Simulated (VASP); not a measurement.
# As: As into a neighbouring As vacancy, part 4 of 5

Wanted: the minimum-energy path in As for this move: As into a neighbouring As vacancy. The start is a cell from a database of measured crystal structures.

VASP 6.6.1; LDA; plane waves and PAW (As).

So far. Step 3 (Relax the start): The run ended after 10 ionic steps, 0.306 eV below its first step, once the forces on the free atoms met EDIFFG = -0.05. Step 4 (Relax the end): The run ended after 11 ionic steps, 0.359 eV below its first step, once the forces on the free atoms met EDIFFG = -0.05.

The database entry behind the starting cell differs from later determinations by our own check (old inner coordinate), so it need not match the best structure at ambient conditions.

**5. Nudged elastic band**

Images on a straight line between the ends relax across the path, while springs keep them spaced along it.

File INCAR:

```
SYSTEM = As
PREC = Normal
ENCUT = 280
EDIFF = 1E-05
NELM = 120
ISMEAR = 1
SIGMA = 0.15
LREAL = Auto
ALGO = Fast
GGA = CA
NBANDS = 100
LWAVE = .FALSE.
LCHARG = .FALSE.
IMAGES = 5
SPRING = -5
IBRION = 3
POTIM = 0.15
NSW = 60
EDIFFG = -0.05
ISYM = 0
ISIF = 0
SMASS = 1
```

File POSCAR:

```
As
1.0
    1.8833541920      3.2620651491     10.0558598358
   -7.5334167680      4.3494201988     13.4078131144
    0.0000000000     -4.3494201988      6.7039065572
As
31
Direct
    0.1137826862      0.0289471837      0.6144835824
    0.1120686612      0.2800004197      0.1203435444
    0.1040421441      0.2823887503      0.6163600286
    0.1136152842      0.5281527971      0.1142125328
    0.1188321949      0.5270287444      0.6123857373
    0.1183506866      0.7773884809      0.1184584962
    0.1089945016      0.7814365904      0.6096399201
    0.6152758362      0.1525197955      0.1179548075
    0.6191298561      0.1472053752      0.6140312824
    0.6206526807      0.4007595635      0.1064016123
    0.6333045953      0.3915747685      0.6285090513
    0.6100203696      0.6562518891      0.1074289012
    0.5953092542      0.6711937209      0.6292561190
    0.6104896388      0.9057180287      0.1168180980
    0.6231591434      0.9032536071      0.6111414177
    0.3862608608      0.0948786312      0.3860214137
    0.3796291990      0.0968044626      0.8883169388
    0.3898761901      0.3432434418      0.3817430820
    0.3891382758      0.3433557457      0.8838915161
    0.3862660826      0.5940575794      0.3896593479
    0.3817856142      0.6009983504      0.8832544396
    0.3797712425      0.8480964765      0.3854771502
    0.3822873020      0.8488106847      0.8807587536
    0.8828657430      0.2211526915      0.3855845746
    0.8906004631      0.2145573785      0.8889624219
    0.8785619099      0.4773500824      0.3846117157
    0.8898940918      0.4675212886      0.8829048259
    0.8892124005      0.7198112469      0.3816268535
    0.8794943346      0.7216524912      0.8874465486
    0.8924729917      0.9727400594      0.3719817563
    0.8851541661      0.9705629478      0.8855073544
```

File KPOINTS:

```
Automatic mesh
0
Gamma
3 2 3
0 0 0
```

File 00/POSCAR:

```
As
1.0
    1.8833541920      3.2620651491     10.0558598358
   -7.5334167680      4.3494201988     13.4078131144
    0.0000000000     -4.3494201988      6.7039065572
As
31
Direct
    0.1137826862      0.0289471837      0.6144835824
    0.1120686612      0.2800004197      0.1203435444
    0.1040421441      0.2823887503      0.6163600286
    0.1136152842      0.5281527971      0.1142125328
    0.1188321949      0.5270287444      0.6123857373
    0.1183506866      0.7773884809      0.1184584962
    0.1089945016      0.7814365904      0.6096399201
    0.6152758362      0.1525197955      0.1179548075
    0.6191298561      0.1472053752      0.6140312824
    0.6206526807      0.4007595635      0.1064016123
    0.6333045953      0.3915747685      0.6285090513
    0.6100203696      0.6562518891      0.1074289012
    0.5953092542      0.6711937209      0.6292561190
    0.6104896388      0.9057180287      0.1168180980
    0.6231591434      0.9032536071      0.6111414177
    0.3862608608      0.0948786312      0.3860214137
    0.3796291990      0.0968044626      0.8883169388
    0.3898761901      0.3432434418      0.3817430820
    0.3891382758      0.3433557457      0.8838915161
    0.3862660826      0.5940575794      0.3896593479
    0.3817856142      0.6009983504      0.8832544396
    0.3797712425      0.8480964765      0.3854771502
    0.3822873020      0.8488106847      0.8807587536
    0.8828657430      0.2211526915      0.3855845746
    0.8906004631      0.2145573785      0.8889624219
    0.8785619099      0.4773500824      0.3846117157
    0.8898940918      0.4675212886      0.8829048259
    0.8892124005      0.7198112469      0.3816268535
    0.8794943346      0.7216524912      0.8874465486
    0.8924729917      0.9727400594      0.3719817563
    0.8851541661      0.9705629478      0.8855073544
```

File 01/POSCAR:

```
As
1.0
    1.8833541920      3.2620651491     10.0558598358
   -7.5334167680      4.3494201988     13.4078131144
    0.0000000000     -4.3494201988      6.7039065572
As
31
Direct
    0.1148522576      0.0285715924      0.6142588409
    0.1128345685      0.2790570388      0.1197276752
    0.1054815606      0.2821932816      0.6152088344
    0.1132978020      0.5286226473      0.1144001220
    0.1173480116      0.5277505740      0.6133367614
    0.1186410714      0.7774981142      0.1172077094
    0.1098264446      0.7811435748      0.6102549745
    0.6160762206      0.1526781111      0.1169621824
    0.6177081207      0.1484629508      0.6146798101
    0.6188372706      0.4017848866      0.1081359379
    0.6315624836      0.3923908118      0.6259487871
    0.6096882456      0.6570568624      0.1076859591
    0.5989480614      0.6682144803      0.6268078064
    0.6112125199      0.9054681895      0.1163149406
    0.6205797586      0.9031363083      0.6137790406
    0.3869984646      0.0946632989      0.3865960159
    0.3797747903      0.0969624962      0.8872607560
    0.3883558447      0.3439734292      0.3826644220
    0.3886980587      0.3438673048      0.8840742713
    0.3879342341      0.5937671280      0.3884227170
    0.3827716957      0.5999308260      0.8826325551
    0.3809671568      0.8476307039      0.3853118974
    0.3384384859      0.8780884874      0.9200336171
    0.8864036922      0.2181821443      0.3829758199
    0.8904367694      0.2151616362      0.8894031040
    0.8766186635      0.4782845486      0.3824290140
    0.8880101689      0.4686596214      0.8845413996
    0.8878178504      0.7210781419      0.3823204086
    0.8803875247      0.7217274711      0.8864915279
    0.8898318594      0.9724693184      0.3747542872
    0.8858146958      0.9703706393      0.8849776762
```

File 02/POSCAR:

```
As
1.0
    1.8833541920      3.2620651491     10.0558598358
   -7.5334167680      4.3494201988     13.4078131144
    0.0000000000     -4.3494201988      6.7039065572
As
31
Direct
    0.1159218290      0.0281960012      0.6140340994
    0.1136004758      0.2781136579      0.1191118060
    0.1069209770      0.2819978130      0.6140576401
    0.1129803199      0.5290924975      0.1145877111
    0.1158638282      0.5284724037      0.6142877854
    0.1189314563      0.7776077475      0.1159569227
    0.1106583876      0.7808505591      0.6108700289
    0.6168766049      0.1528364267      0.1159695572
    0.6162863852      0.1497205265      0.6153283378
    0.6170218606      0.4028102096      0.1098702635
    0.6298203719      0.3932068552      0.6233885230
    0.6093561217      0.6578618357      0.1079430170
    0.6025868685      0.6652352397      0.6243594937
    0.6119354009      0.9052183502      0.1158117831
    0.6180003737      0.9030190094      0.6164166636
    0.3877360685      0.0944479667      0.3871706181
    0.3799203815      0.0971205298      0.8862045733
    0.3868354993      0.3447034165      0.3835857621
    0.3882578417      0.3443788639      0.8842570265
    0.3896023855      0.5934766766      0.3871860860
    0.3837577771      0.5988633016      0.8820106706
    0.3821630710      0.8471649312      0.3851466446
    0.2945896698      0.9073662902      0.9593084805
    0.8899416413      0.2152115970      0.3803670651
    0.8902730757      0.2157658938      0.8898437861
    0.8746754171      0.4792190147      0.3802463122
    0.8861262459      0.4697979542      0.8861779734
    0.8864233002      0.7223450369      0.3830139637
    0.8812807147      0.7218024511      0.8855365071
    0.8871907271      0.9721985773      0.3775268181
    0.8864752254      0.9701783309      0.8844479979
```

File 03/POSCAR:

```
As
1.0
    1.8833541920      3.2620651491     10.0558598358
   -7.5334167680      4.3494201988     13.4078131144
    0.0000000000     -4.3494201988      6.7039065572
As
31
Direct
    0.1169914004      0.0278204099      0.6138093579
    0.1143663831      0.2771702770      0.1184959368
    0.1083603935      0.2818023443      0.6129064459
    0.1126628378      0.5295623478      0.1147753003
    0.1143796449      0.5291942333      0.6152388095
    0.1192218412      0.7777173808      0.1147061359
    0.1114903306      0.7805575435      0.6114850834
    0.6176769893      0.1529947423      0.1149769321
    0.6148646498      0.1509781021      0.6159768655
    0.6152064505      0.4038355327      0.1116045892
    0.6280782602      0.3940228986      0.6208282588
    0.6090239978      0.6586668090      0.1082000748
    0.6062256757      0.6622559990      0.6219111810
    0.6126582820      0.9049685110      0.1153086256
    0.6154209888      0.9029017106      0.6190542865
    0.3884736723      0.0942326344      0.3877452202
    0.3800659728      0.0972785634      0.8851483905
    0.3853151540      0.3454334039      0.3845071022
    0.3878176247      0.3448904230      0.8844397818
    0.3912705370      0.5931862252      0.3859494550
    0.3847438586      0.5977957772      0.8813887861
    0.3833589853      0.8466991586      0.3849813918
    0.2507408538      0.9366440929      0.9985833440
    0.8934795905      0.2122410498      0.3777583104
    0.8901093820      0.2163701515      0.8902844682
    0.8727321707      0.4801534809      0.3780636105
    0.8842423230      0.4709362870      0.8878145472
    0.8850287501      0.7236119319      0.3837075188
    0.8821739048      0.7218774310      0.8845814864
    0.8845495948      0.9719278362      0.3802993490
    0.8871357550      0.9699860224      0.8839183197
```

File 04/POSCAR:

```
As
1.0
    1.8833541920      3.2620651491     10.0558598358
   -7.5334167680      4.3494201988     13.4078131144
    0.0000000000     -4.3494201988      6.7039065572
As
31
Direct
    0.1180609718      0.0274448186      0.6135846164
    0.1151322904      0.2762268961      0.1178800676
    0.1097998100      0.2816068756      0.6117552517
    0.1123453556      0.5300321980      0.1149628895
    0.1128954616      0.5299160630      0.6161898336
    0.1195122260      0.7778270140      0.1134553491
    0.1123222735      0.7802645278      0.6121001378
    0.6184773737      0.1531530579      0.1139843070
    0.6134429144      0.1522356777      0.6166253932
    0.6133910404      0.4048608558      0.1133389148
    0.6263361484      0.3948389419      0.6182679946
    0.6086918738      0.6594717822      0.1084571327
    0.6098644829      0.6592767584      0.6194628684
    0.6133811631      0.9047186718      0.1148054682
    0.6128416040      0.9027844118      0.6216919094
    0.3892112762      0.0940173021      0.3883198224
    0.3802115641      0.0974365971      0.8840922077
    0.3837948086      0.3461633913      0.3854284422
    0.3873774076      0.3454019821      0.8846225370
    0.3929386885      0.5928957737      0.3847128241
    0.3857299401      0.5967282527      0.8807669016
    0.3845548996      0.8462333860      0.3848161390
    0.2068920377      0.9659218956      1.0378582075
    0.8970175397      0.2092705026      0.3751495557
    0.8899456882      0.2169744092      0.8907251502
    0.8707889243      0.4810879471      0.3758809088
    0.8823584001      0.4720746199      0.8894511209
    0.8836342000      0.7248788268      0.3844010740
    0.8830670949      0.7219524109      0.8836264657
    0.8819084624      0.9716570952      0.3830718799
    0.8877962847      0.9697937139      0.8833886415
```

File 05/POSCAR:

```
As
1.0
    1.8833541920      3.2620651491     10.0558598358
   -7.5334167680      4.3494201988     13.4078131144
    0.0000000000     -4.3494201988      6.7039065572
As
31
Direct
    0.1191305432      0.0270692274      0.6133598749
    0.1158981977      0.2752835152      0.1172641984
    0.1112392264      0.2814114070      0.6106040574
    0.1120278734      0.5305020482      0.1151504786
    0.1114112782      0.5306378926      0.6171408576
    0.1198026108      0.7779366473      0.1122045624
    0.1131542165      0.7799715121      0.6127151922
    0.6192777580      0.1533113735      0.1129916818
    0.6120211789      0.1534932534      0.6172739209
    0.6115756304      0.4058861788      0.1150732404
    0.6245940367      0.3956549852      0.6157077305
    0.6083597498      0.6602767555      0.1087141906
    0.6135032900      0.6562975178      0.6170145558
    0.6141040441      0.9044688325      0.1143023108
    0.6102622192      0.9026671129      0.6243295324
    0.3899488800      0.0938019699      0.3888944246
    0.3803571553      0.0975946307      0.8830360250
    0.3822744632      0.3468933786      0.3863497822
    0.3869371906      0.3459135412      0.8848052922
    0.3946068399      0.5926053223      0.3834761932
    0.3867160215      0.5956607283      0.8801450171
    0.3857508138      0.8457676133      0.3846508862
    0.1630432216      0.9951996984      1.0771330709
    0.9005554888      0.2062999553      0.3725408009
    0.8897819945      0.2175786668      0.8911658323
    0.8688456779      0.4820224132      0.3736982070
    0.8804744771      0.4732129527      0.8910876946
    0.8822396498      0.7261457218      0.3850946291
    0.8839602849      0.7220273909      0.8826714449
    0.8792673301      0.9713863542      0.3858444108
    0.8884568144      0.9696014055      0.8828589632
```

File 06/POSCAR:

```
As
1.0
    1.8833541920      3.2620651491     10.0558598358
   -7.5334167680      4.3494201988     13.4078131144
    0.0000000000     -4.3494201988      6.7039065572
As
31
Direct
    0.1202001146      0.0266936361      0.6131351334
    0.1166641050      0.2743401343      0.1166483292
    0.1126786429      0.2812159383      0.6094528632
    0.1117103913      0.5309718984      0.1153380678
    0.1099270949      0.5313597223      0.6180918817
    0.1200929957      0.7780462806      0.1109537756
    0.1139861595      0.7796784965      0.6133302466
    0.6200781424      0.1534696891      0.1119990567
    0.6105994435      0.1547508290      0.6179224486
    0.6097602203      0.4069115019      0.1168075660
    0.6228519250      0.3964710286      0.6131474663
    0.6080276259      0.6610817288      0.1089712485
    0.6171420972      0.6533182772      0.6145662431
    0.6148269252      0.9042189933      0.1137991533
    0.6076828343      0.9025498141      0.6269671553
    0.3906864839      0.0935866376      0.3894690268
    0.3805027466      0.0977526643      0.8819798422
    0.3807541178      0.3476233660      0.3872711223
    0.3864969735      0.3464251003      0.8849880474
    0.3962749914      0.5923148709      0.3822395622
    0.3877021030      0.5945932039      0.8795231326
    0.3869467281      0.8453018407      0.3844856334
    0.1191944055      1.0244775011      1.1164079344
    0.9040934380      0.2033294081      0.3699320462
    0.8896183008      0.2181829245      0.8916065144
    0.8669024315      0.4829568794      0.3715155053
    0.8785905542      0.4743512855      0.8927242684
    0.8808450997      0.7274126168      0.3857881842
    0.8848534750      0.7221023708      0.8817164242
    0.8766261978      0.9711156131      0.3886169417
    0.8891173440      0.9694090970      0.8823292850
```

Potentials, in the order of the species: As (LDA family, release 64).

Started as:

```bash
> mpirun -np 5 vasp_std
```

What it wrote:

```text
[banner, memory and clock lines left out]
running    5 mpi-ranks, on    1 nodes
 each image running on    1 cores
 distrk:  each k-point on    1 cores,    1 groups
 distr:  one band on    1 cores,    1 groups

 POSCAR found type information on POSCAR As
 01/POSCAR found :  1 types and      31 ions
 LDA part: xc-table for (Slater(with rela. corr.)+CA(PZ))
 , standard interpolation
 POSCAR found type information on POSCAR As
 00/POSCAR found :  1 types and      31 ions
 POSCAR found type information on POSCAR As
 06/POSCAR found :  1 types and      31 ions
 POSCAR, INCAR and KPOINTS ok, starting setup
 FFT: planning ... GRIDC
 FFT: planning ... GRID_SOFT
 FFT: planning ... GRID
 WAVECAR not read
 entering main loop
       N       E                     dE             d eps       ncg     rms          rms(c)
DAV:   1     0.457927249693E+03    0.45793E+03   -0.42391E+04  2000   0.795E+02
DAV:   2    -0.115578309396E+03   -0.57351E+03   -0.54862E+03  2376   0.166E+02
DAV:   3    -0.164600321857E+03   -0.49022E+02   -0.47795E+02  2432   0.480E+01
DAV:   4    -0.166055197400E+03   -0.14549E+01   -0.14354E+01  2536   0.785E+00
DAV:   5    -0.166099291897E+03   -0.44094E-01   -0.43963E-01  2552   0.121E+00    0.136E+01
RMM:   6    -0.165680138237E+03    0.41915E+00   -0.18503E-01  2006   0.888E-01    0.814E+00
RMM:   7    -0.165476008702E+03    0.20413E+00   -0.23229E-01  2002   0.122E+00    0.310E-01
RMM:   8    -0.165478541972E+03   -0.25333E-02   -0.39665E-02  2188   0.429E-01    0.224E-01
RMM:   9    -0.165478395820E+03    0.14615E-03   -0.50932E-03  2029   0.175E-01    0.909E-02
RMM:  10    -0.165478535363E+03   -0.13954E-03   -0.15721E-03  2245   0.831E-02    0.277E-02
RMM:  11    -0.165478558217E+03   -0.22854E-04   -0.31546E-04  2241   0.373E-02    0.154E-02
RMM:  12    -0.165478562447E+03   -0.42298E-05   -0.52327E-05  1597   0.163E-02
   1 F= -.16547856E+03 E0= -.16547942E+03  d E =-.165479E+03
damped:  g(F)=  0.808E-01 g(S)=  0.000E+00 dE (1.order)=-0.108E+00
 bond charge predicted
       N       E                     dE             d eps       ncg     rms          rms(c)
DAV:   1    -0.165487628714E+03   -0.90705E-02   -0.97818E-02  2392   0.736E-01    0.957E-02
RMM:   2    -0.165488232360E+03   -0.60365E-03   -0.71664E-03  2000   0.193E-01    0.239E-02
RMM:   3    -0.165488350021E+03   -0.11766E-03   -0.10966E-03  2155   0.756E-02    0.162E-02
RMM:   4    -0.165488358914E+03   -0.88935E-05   -0.16579E-04  2204   0.281E-02    0.821E-03
RMM:   5    -0.165488359793E+03   -0.87900E-06   -0.25073E-05  1359   0.116E-02
   2 F= -.16548836E+03 E0= -.16548932E+03  d E =-.979735E-02
[... from here on, the cycles between the ionic steps are left out ...]
   3 F= -.16549808E+03 E0= -.16549916E+03  d E =-.972130E-02
   4 F= -.16550530E+03 E0= -.16550647E+03  d E =-.721713E-02
   5 F= -.16551028E+03 E0= -.16551151E+03  d E =-.498471E-02
   6 F= -.16551371E+03 E0= -.16551498E+03  d E =-.342823E-02
   7 F= -.16551613E+03 E0= -.16551742E+03  d E =-.242036E-02
   8 F= -.16551792E+03 E0= -.16551922E+03  d E =-.178598E-02
   9 F= -.16551929E+03 E0= -.16552060E+03  d E =-.137262E-02
  10 F= -.16552040E+03 E0= -.16552171E+03  d E =-.110518E-02
  11 F= -.16552131E+03 E0= -.16552262E+03  d E =-.913098E-03
  12 F= -.16552207E+03 E0= -.16552339E+03  d E =-.763736E-03
  13 F= -.16552273E+03 E0= -.16552404E+03  d E =-.653093E-03
  14 F= -.16552329E+03 E0= -.16552461E+03  d E =-.569236E-03
  15 F= -.16552379E+03 E0= -.16552510E+03  d E =-.491227E-03
  16 F= -.16552422E+03 E0= -.16552554E+03  d E =-.434833E-03
  17 F= -.16552461E+03 E0= -.16552593E+03  d E =-.390293E-03
  18 F= -.16552496E+03 E0= -.16552628E+03  d E =-.350841E-03
  19 F= -.16552528E+03 E0= -.16552660E+03  d E =-.317111E-03
  20 F= -.16552556E+03 E0= -.16552689E+03  d E =-.285495E-03
  21 F= -.16552582E+03 E0= -.16552716E+03  d E =-.257812E-03
  22 F= -.16552606E+03 E0= -.16552740E+03  d E =-.236886E-03
  23 F= -.16552627E+03 E0= -.16552762E+03  d E =-.215367E-03
  24 F= -.16552647E+03 E0= -.16552782E+03  d E =-.192365E-03
  25 F= -.16552664E+03 E0= -.16552800E+03  d E =-.172310E-03
  26 F= -.16552680E+03 E0= -.16552816E+03  d E =-.157698E-03
  27 F= -.16552694E+03 E0= -.16552831E+03  d E =-.147234E-03
  28 F= -.16552709E+03 E0= -.16552845E+03  d E =-.141533E-03
  29 F= -.16552722E+03 E0= -.16552859E+03  d E =-.132967E-03
  30 F= -.16552734E+03 E0= -.16552872E+03  d E =-.125796E-03
  31 F= -.16552746E+03 E0= -.16552884E+03  d E =-.117854E-03
  32 F= -.16552757E+03 E0= -.16552895E+03  d E =-.109107E-03
  33 F= -.16552767E+03 E0= -.16552905E+03  d E =-.102002E-03
  34 F= -.16552777E+03 E0= -.16552915E+03  d E =-.933892E-04
  35 F= -.16552785E+03 E0= -.16552924E+03  d E =-.883061E-04
  36 F= -.16552794E+03 E0= -.16552933E+03  d E =-.821808E-04
  37 F= -.16552801E+03 E0= -.16552941E+03  d E =-.762718E-04
  38 F= -.16552808E+03 E0= -.16552948E+03  d E =-.713585E-04
damped:  g(F)=  0.402E-03 g(S)=  0.000E+00 dE (1.order)=-0.816E-03
 bond charge predicted
       N       E                     dE             d eps       ncg     rms          rms(c)
DAV:   1    -0.165528147864E+03   -0.71285E-04   -0.12938E-03  2136   0.855E-02    0.786E-03
RMM:   2    -0.165528155621E+03   -0.77572E-05   -0.84035E-05  1865   0.215E-02
  39 F= -.16552816E+03 E0= -.16552956E+03  d E =-.709382E-04
damped:  g(F)=  0.383E-03 g(S)=  0.000E+00 dE (1.order)=-0.775E-03
 reached required accuracy - stopping structural energy minimisation
```

Wall time 25 min (5 MPI ranks of Intel Xeon 6975P-C (Granite Rapids), shared host); peak memory 1.8 GiB; 2.1 h of CPU time.

(Part 4 of 5 ends here.)

[Lines on the potential files, build, host, timing and source positions are cut from VASP's logs without a mark.]

[Logs are printed without paths, hosts, clocks, repeated set-up lines and the standing remarks that a program may print on its own settings, such as how far it seeks lower states.]

[Hosts, paths, dates, database ids (printed as entryN), source tags and the programs' standing remarks are cut or masked in the printed files.]

[Runs that stopped without an error message from VASP are left out.]
